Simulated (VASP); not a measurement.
An input for Quantum ESPRESSO's pw.x (written as the equivalent of a VASP run, and not itself run):

```
&CONTROL
  calculation = 'scf'
  pseudo_dir = './pseudo'
  outdir = './out'
  tprnfor = .true.
  tstress = .true.
/
&SYSTEM
  ibrav = 0
  nat = 2
  ntyp = 2
  ecutwfc = 88
  occupations = 'smearing'
  smearing = 'gaussian'
  degauss = 0.003675
  input_dft = 'revpbe'
/
&ELECTRONS
  conv_thr = 7.3e-09
  electron_maxstep = 100
/
ATOMIC_SPECIES
  Na 22.990 Na.upf
  I 126.904 I.upf
CELL_PARAMETERS angstrom
     0.0000000    3.3076197    3.3076197
     3.3076197    0.0000000    3.3076197
     3.3076197    3.3076197    0.0000000
ATOMIC_POSITIONS crystal
  Na   0.0000000  0.0000000  0.0000000
  I    0.5000000  0.5000000  0.5000000
K_POINTS automatic
  7 7 7 0 0 0
```

**Question.** Write the VASP files for the same calculation (revPBE).

**Answer.** One answer among several that fit: 
File POSCAR:
```
NaI
1
    0.0000000000     3.3076196818     3.3076196818
    3.3076196818     0.0000000000     3.3076196818
    3.3076196818     3.3076196818     0.0000000000
Na I
1 1
Direct
  0.0000000000   0.0000000000   0.0000000000
  0.5000000000   0.5000000000   0.5000000000
```

**KPOINTS**
```
kpoints
0
Gamma
  7 7 7
0 0 0
```

**INCAR**
```
! general
SYSTEM  = NaI
PREC    = Accurate
ENCUT   = 520
LREAL   = .FALSE.
LASPH   = .TRUE.

! electronic loop
EDIFF   = 1E-7
NELM    = 100
ALGO    = Normal
LMAXMIX = 4

! smearing
ISMEAR  = 0
SIGMA   = 0.05

! functional
GGA     = RE

! ions
ISIF    = 2

! output
LWAVE   = .FALSE.
LCHARG  = .FALSE.
```

POTCAR, in this order: Na_pv I (PBE.64 set). Program: vasp_std.

Limits of the translation: the potentials are each code's own (VASP's PAW set, PseudoDojo norm-conserving files in pw.x), so ENCUT and ecutwfc are chosen apart and not converted; conv_thr bounds pw.x's estimated SCF error, while EDIFF bounds the energy change between steps.

The compound is NaI in the rock salt structure. This cell is one point of a volume scan, at 0.97 of the reference volume.
